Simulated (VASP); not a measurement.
OSZICAR of a VASP run on MnS (rock salt, AFM-II order):

**OSZICAR**
```
       N       E                     dE             d eps       ncg     rms          rms(c)
DAV:   1     0.392516774322E+03    0.39252E+03   -0.21484E+04 17980   0.186E+03
DAV:   2     0.142950700946E+01   -0.39109E+03   -0.38560E+03 17543   0.503E+02
DAV:   3    -0.318461851731E+02   -0.33276E+02   -0.32938E+02 24081   0.140E+02
DAV:   4    -0.329045855735E+02   -0.10584E+01   -0.10480E+01 20501   0.226E+01
DAV:   5    -0.329289498267E+02   -0.24364E-01   -0.24322E-01 21455   0.390E+00    0.189E+01
DAV:   6    -0.312424630568E+02    0.16865E+01   -0.35289E+01 22703   0.552E+01    0.167E+01
DAV:   7    -0.306004325625E+02    0.64203E+00   -0.72264E+00 22347   0.298E+01    0.932E+00
DAV:   8    -0.306391596157E+02   -0.38727E-01   -0.50025E-01 20740   0.463E+00    0.485E+00
DAV:   9    -0.305985453327E+02    0.40614E-01   -0.14552E-01 22770   0.339E+00    0.101E+00
DAV:  10    -0.306077840267E+02   -0.92387E-02   -0.43391E-02 21294   0.151E+00    0.318E-01
DAV:  11    -0.306081483967E+02   -0.36437E-03   -0.26108E-03 20611   0.347E-01    0.128E-01
DAV:  12    -0.306081929834E+02   -0.44587E-04   -0.45804E-04 20384   0.173E-01    0.937E-02
DAV:  13    -0.306081971970E+02   -0.42136E-05   -0.49507E-05 24268   0.549E-02    0.643E-02
DAV:  14    -0.306082011258E+02   -0.39289E-05   -0.23542E-05 23178   0.429E-02    0.201E-02
DAV:  15    -0.306081994217E+02    0.17041E-05   -0.35656E-06 21591   0.113E-02    0.813E-03
DAV:  16    -0.306081992492E+02    0.17245E-06   -0.10264E-07 11949   0.268E-03    0.532E-03
DAV:  17    -0.306081982401E+02    0.10091E-05   -0.39306E-07 17018   0.295E-03    0.233E-03
DAV:  18    -0.306081979232E+02    0.31694E-06   -0.81771E-08  9975   0.228E-03    0.625E-04
DAV:  19    -0.306081981121E+02   -0.18890E-06   -0.28036E-08  9261   0.163E-03    0.282E-04
DAV:  20    -0.306081981028E+02    0.93441E-08   -0.40744E-09  9310   0.448E-04
   1 F= -.30608198E+02 E0= -.30608198E+02  d E =0.000000E+00  mag=     0.0000
```

### Question
Which electronic solver shows in the log?

### Answer
It is blocked Davidson (ALGO = Normal, or the opening steps of other solvers). The INCAR had ALGO = Normal.

### Question
How was spin treated?

### Answer
Collinear spin (ISPIN = 2): the summary line carries one mag value, 0.00 μB in the cell.

### Question
Can the final energy be trusted as converged?

### Answer
Self-consistency was reached. It stopped with EDIFF = 1E-7, NELM = 100 (LDA (Ceperley-Alder, Perdew-Zunger), plane waves, VASP's LDA PAW potentials (set 64)).

The compound is MnS in the rock salt, AFM-II order structure. It was relaxed first, which changed the volume by -17 %.
